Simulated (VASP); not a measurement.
Consider the following.

```
Sn
1.0
   -2.91500     2.91500     1.59000
    2.91500    -2.91500     1.59000
    2.91500     2.91500    -1.59000
Sn
2
Direct
  0.25000   0.75000   0.50000
  0.00000   0.00000   0.00000
```

Calculation: PBE GGA, VASP's PBE PAW potentials (set 64) (plane waves; VASP 6.6.1). Numerical set-up: 300 eV cut-off, 8×8×8 Γ-centred mesh, Gaussian smearing of 0.10 eV, potentials Sn_d.

**Question.** Give the energies of bands 11 to 17 at the high-symmetry points, in eV from the Fermi level.

**Answer.** 
```tsv
band	Γ	X	M	Z	P	N
11	-11.15	-8.89	-7.53	-6.48	-5.96	-6.92
12	-3.58	-8.89	-7.53	-5.56	-5.96	-5.40
13	-1.97	0.62	-4.81	-3.04	-3.53	-2.29
14	-1.97	0.62	-4.81	-2.93	-3.53	-1.68
15	2.99	1.62	5.05	-2.93	3.62	-1.14
16	6.28	1.62	5.05	3.15	3.62	2.26
17	6.28	6.04	9.47	5.61	4.00	2.88
```

It has no gap at this level: it comes out as a metal or semimetal.

The structure is a typed Sn crystal (I4_1/amd). The cell was not relaxed at this level.
